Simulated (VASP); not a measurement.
Method: LDA (Ceperley-Alder, Perdew-Zunger), VASP's LDA PAW potentials (set 64) (plane waves; VASP 6.6.1).

The input files of a VASP run:

### INCAR
```
SYSTEM = WS2
PREC = Accurate
ENCUT = 300
EDIFF = 1E-6
NELM = 100
ALGO = Normal
LREAL = .FALSE.
LASPH = .TRUE.
ISMEAR = 0
SIGMA = 0.01
LMAXMIX = 6
LWAVE = .FALSE.
LCHARG = .FALSE.
ISIF = 2
```

### KPOINTS
```
Automatic mesh
0
Gamma
8 8 8
0 0 0
```

File POSCAR:
```
WS2
1
    1.5924350000     0.9193930000     6.4898000000
   -1.5924350000     0.9193930000     6.4898000000
    0.0000000000    -1.8387860000     6.4898000000
W S
1 2
Direct
  0.0006700000   0.0006700000   0.0006700000
  0.4141130000   0.4141130000   0.4141130000
  0.2539200000   0.2539200000   0.2539200000
```

POTCAR, in this order: W_sv S (LDA.64 set). Program: vasp_std.

What VASP printed:

### OSZICAR
```
       N       E                     dE             d eps       ncg     rms          rms(c)
DAV:   1     0.141313705436E+03    0.14131E+03   -0.99974E+03  2274   0.102E+03
DAV:   2    -0.214138882232E+02   -0.16273E+03   -0.16034E+03  2833   0.297E+02
DAV:   3    -0.275069426935E+02   -0.60931E+01   -0.60685E+01  2808   0.587E+01
DAV:   4    -0.275868202596E+02   -0.79878E-01   -0.79780E-01  2939   0.704E+00
DAV:   5    -0.275882163342E+02   -0.13961E-02   -0.13959E-02  2846   0.902E-01    0.267E+01
DAV:   6    -0.264033874126E+02    0.11848E+01   -0.74677E+00  2557   0.195E+01    0.110E+01
DAV:   7    -0.262528125113E+02    0.15057E+00   -0.18388E+00  2478   0.788E+00    0.542E+00
DAV:   8    -0.261928247351E+02    0.59988E-01   -0.29064E-01  2535   0.388E+00    0.106E+00
DAV:   9    -0.261915524832E+02    0.12723E-02   -0.12860E-02  2940   0.799E-01    0.417E-01
DAV:  10    -0.261910399410E+02    0.51254E-03   -0.47910E-03  2536   0.541E-01    0.570E-02
DAV:  11    -0.261910101839E+02    0.29757E-04   -0.56051E-04  2325   0.177E-01    0.571E-02
DAV:  12    -0.261910098198E+02    0.36415E-06   -0.49561E-05  2535   0.594E-02    0.139E-02
DAV:  13    -0.261910107204E+02   -0.90062E-06   -0.98907E-06  2546   0.227E-02
   1 F= -.26191011E+02 E0= -.26191011E+02  d E =-.470654E-40
```

File OUTCAR:
```
------------------------ aborting loop because EDIFF is reached ----------------------------------------
  FORCE on cell =-STRESS in cart. coord.  units (eV):
  Direction    XX          YY          ZZ          XY          YZ          ZX
  --------------------------------------------------------------------------------------
  Total       -2.3094420     -2.3094432     -1.5857903      0.0000000      0.0000000     -0.0000000
  in kB      -64.9041066    -64.9041382    -44.5667414      0.0000000      0.0000000     -0.0000000
  external PRESSURE =     -58.1249954 kB  Pullay stress =       0.0000000 kB
  volume of cell :       57.01
      direct lattice vectors                 reciprocal lattice vectors
     1.592435000  0.919393000  6.489800000     0.313984558  0.181279025  0.051362651
    -1.592435000  0.919393000  6.489800000    -0.313984558  0.181279025  0.051362651
     0.000000000 -1.838786000  6.489800000     0.000000000 -0.362558050  0.051362651
 POSITION                                       TOTAL-FORCE (eV/Angst)
 -----------------------------------------------------------------------------------
      0.00000      0.00000      0.01304         0.000000      0.000000      0.004311
      0.00000      0.00000      8.06253         0.000000     -0.000000     -0.275609
      0.00000      0.00000      4.94367         0.000000     -0.000000      0.271298
 -----------------------------------------------------------------------------------
    total drift:                                0.000000      0.000007      0.000124
  FREE ENERGIE OF THE ION-ELECTRON SYSTEM (eV)
  ---------------------------------------------------
  free  energy   TOTEN  =       -26.1910107204 eV

  energy  without entropy=      -26.1910107204  energy(sigma->0) =      -26.19101072
```
(Selected blocks of OUTCAR.)

**OUTCAR**
```
 val. band max:        6.3756853012   @ k =   0.5000   0.5000   0.5000

 cond. band min:       7.6983350532   @ k =  -0.2500   0.1250  -0.0000


 Fermi energy:         6.4659300662

 k-point     1 :       0.0000    0.0000    0.0000
  band No.  band energies     occupation
      1     -67.7100      2.00000
      2     -32.2262      2.00000
      3     -32.0671      2.00000
      4     -32.0671      2.00000
      5      -8.9042      2.00000
      6      -7.0525      2.00000
      7      -0.8431      2.00000
      8       2.9444      2.00000
      9       2.9444      2.00000
     10       4.1788      2.00000
     11       4.1788      2.00000
     12       4.6906      2.00000
     13       5.3899      2.00000
     14       8.6857      0.00000
     15       8.6858      0.00000
     16       8.9493      0.00000
     17       8.9493      0.00000

 k-point     2 :       0.1250   -0.0000    0.0000
  band No.  band energies     occupation
      1     -67.7072      2.00000
      2     -32.2170      2.00000
      3     -32.1177      2.00000
      4     -32.0788      2.00000
      5      -8.6469      2.00000
      6      -6.9734      2.00000
      7      -0.5340      2.00000
      8       2.3404      2.00000
      9       3.1969      2.00000
     10       3.3022      2.00000
     11       3.8048      2.00000
     12       4.9621      2.00000
     13       5.3998      2.00000
     14       8.2592      0.00000
     15       8.6462      0.00000
     16       8.7381      0.00000
     17       9.1260      0.00000

 k-point     3 :       0.2500   -0.0000    0.0000
  band No.  band energies     occupation
      1     -67.7012      2.00000
      2     -32.2383      2.00000
      3     -32.1949      2.00000
      4     -32.1072      2.00000
      5      -7.9636      2.00000
      6      -6.7652      2.00000
      7       0.1036      2.00000
      8       1.3135      2.00000
      9       2.1385      2.00000
     10       3.1111      2.00000
     11       3.8180      2.00000
...
```

At this cut-off the stress carries a Pulay error, which pulls relaxed volumes low. Unless said otherwise, spin-orbit coupling is left out, though it shifts the bands of the heavy elements here.

The structure comes from a computed database's WS2 entry; how it stands against other phases isn't given here. The cell was not relaxed at this level. The run is one of a series of settings (GGA removed, POTCAR W_sv S (LDA.64 set) against the base run), some of them coarse on purpose.
